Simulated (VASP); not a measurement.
Runs of VASP 6.6.1 on Na. Symmetry: Im-3m, No. 229, cubic system. The conventional cell has a = 4.282 Å, b = 4.282 Å, c = 4.282 Å, α = 90.00°, β = 90.00°, γ = 90.00°. Na (site symmetry m-3m) has 8 Na at 3.71 Å as nearest neighbours. 

| level | potentials or basis | gap on the mesh (eV) | pressure (GPa) | relaxed volume (Å³/atom) |
| --- | --- | --- | --- | --- |
| PBEsol | VASP PAW PBE potentials, release 64 (Na_pv) | none | 0.0 | 36.24 |
| LDA | VASP PAW LDA potentials, release 64 (Na_pv) | none | 0.0 | (a) |
| r2SCAN | VASP PAW PBE potentials, release 64 (Na_pv) | none | 0.0 | (b) |
| PBE+D3(BJ) | VASP PAW PBE potentials, release 64 (Na_pv) | none | 0.0 | 33.93 |
| PBE | VASP PAW PBE potentials, release 64 (Na_pv) | none | 0.0 | 36.90 |

Alike in all rows: task relaxation of cell and atoms; no spin polarisation; cell relaxed; k mesh 14 × 14 × 14; cutoff (eV) 600; smearing methfessel-paxton 0.1 eV.

Problem. Estimate the missing entries.

Solution. (a) 33.11; (b) 37.76.

Caveats: the PAW data sets were made with another functional, which shifts forces and pressure a little (some runs); the volume moved by over 15 % at a fixed basis, so the end points are rough (some runs); the volume moved by -16 % from the deposited cell, more than functionals usually miss (some runs); the volume moved by -14 % from the deposited cell, more than functionals usually miss (some runs); pairwise dispersion overbinds metals, which lowers pressure and volume (some runs).

A k mesh can miss the band edges.

A gap of «none» marks a metal or a gap under the smearing width.

Not every run made on this cell is shown here.
